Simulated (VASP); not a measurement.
Energy against volume of SiO$_{2}$ (rutile). All values below come from PBEsol GGA, VASP's PBE PAW potentials (set 64) (plane waves; VASP). Settings: 520 eV cut-off, 5×5×8 Γ-centred mesh, Gaussian smearing of 0.050 eV, potentials Si O.

Shape and ions are relaxed at each volume.

| V (Å³/atom) | E (eV/atom) |
|---|---|
| 7.632 | -8.15714 |
| 7.868 | -8.16431 |
| 8.104 | -8.15879 |
| 8.341 | -8.14280 |

Problem. Fit these four points and predict the energy of the run at 7.396 Å³/atom.

Solution. A cubic in V^(−2/3), the third-order Birch-Murnaghan form, passes through the four points with V0 = 7.88 Å³/atom and B0 = 285 GPa, and gives -8.1345 eV/atom there. The run gave -8.1346 eV/atom, -0.1 meV/atom from the fit; all five points give B0 = 285 GPa.

The compound is SiO2 in the rutile structure, stishovite, a high-pressure form. It was relaxed first.
